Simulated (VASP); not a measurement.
Input:

```
HfO2
1.0
    0.00000     2.53397     2.53397
    2.53397     0.00000     2.53397
    2.53397     2.53397     0.00000
Hf O
1 2
Direct
  0.00000   0.00000   0.00000
  0.25000   0.25000   0.25000
  0.75000   0.75000   0.75000
```

The numbers are results of SCAN meta-GGA, VASP's PBE PAW potentials (set 64) (plane waves; VASP), not measurements. Numerical set-up: 520 eV cut-off, 9×9×9 Γ-centred mesh, Gaussian smearing of 0.050 eV, potentials Hf_pv O.

**Question.** Estimate the energy per atom (σ→0), pressure.

**Answer.** 
```json
{
 "energy per atom (σ→0)": "-28.840 eV/atom",
 "pressure": "-7.82 GPa"
}
```

The compound is HfO2 in the fluorite structure, the high-temperature cubic form, which is unstable at 0 K; the monoclinic form is the stable one. This cell is one point of a volume scan, at 1.03 of the reference volume.
